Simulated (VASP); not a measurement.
An input for Ansatz (written as the equivalent of a VASP run, and not itself run):

Ansatz 0.2 input:
```yaml
crystal:
  lattice:
    - [4.6789220, 0.0000000, 0.0000000]
    - [0.0000000, 4.6789220, 0.0000000]
    - [0.0000000, 0.0000000, 5.8958310]
  atoms:
    - { symbol: Au, position: [0.5000000, 0.0000000, 0.2368000] }
    - { symbol: Au, position: [0.0000000, 0.5000000, 0.7632000] }
    - { symbol: Br, position: [0.0000000, 0.0000000, 0.0000000] }
    - { symbol: Br, position: [0.5000000, 0.5000000, 0.0000000] }
kpoints:
  mp_grid: { grid: [4, 4, 4] }
hamiltonian:
  xc: pbe
  pseudopotentials: { kind: paw }
scf:
  occupations: { method: gaussian, width: 0.05 }
  max_iter: 100
output: { forces: true, stress: true, eigenvalues: true }
```

Problem. Write the VASP files for the same calculation (PBE).

Solution. Several could match; the one computed here: 
KPOINTS:
```
Automatic mesh
0
Gamma
4 4 4
0 0 0
```

**POSCAR**
```
AuBr
1
    4.6789220000     0.0000000000     0.0000000000
    0.0000000000     4.6789220000     0.0000000000
    0.0000000000     0.0000000000     5.8958310000
Au Br
2 2
Direct
  0.5000000000   0.0000000000   0.2368000000
  0.0000000000   0.5000000000   0.7632000000
  0.0000000000   0.0000000000   0.0000000000
  0.5000000000   0.5000000000   0.0000000000
```

### INCAR
```
! general
SYSTEM   =  AuBr
PREC     =  Accurate
ENCUT    =  400
LREAL    =  .False.
LASPH    =  .True.

! electronic loop
EDIFF    =  1E-3
NELM     =  100
ALGO     =  Normal
LMAXMIX  =  6

! smearing
ISMEAR   =  0
SIGMA    =  0.05

! functional
GGA      =  PE

! ions
ISIF     =  2

! output
LWAVE    =  .False.
LCHARG   =  .False.
```

POTCAR, in this order: Au Br (PBE.64 set). Program: vasp_std.

Limits of the translation: each code has its own PAW files, so the cut-off isn't converted (ENCUT is set for VASP's; basis.ecutwfc is left out, and Ansatz then takes the one that its files recommend); Ansatz stops its SCF on the density residual and VASP on the energy change (EDIFF).

The structure was generated: AuBr was put into the litharge type (P4/nmm), which need not be its known phase. The cell was not relaxed at this level. The k-mesh is coarse (spacing up to 0.34 per Å, 2π included), so the numbers may not be converged in it. The run is one of a series of settings (EDIFF = 1E-3 against the base run), some of them coarse on purpose.
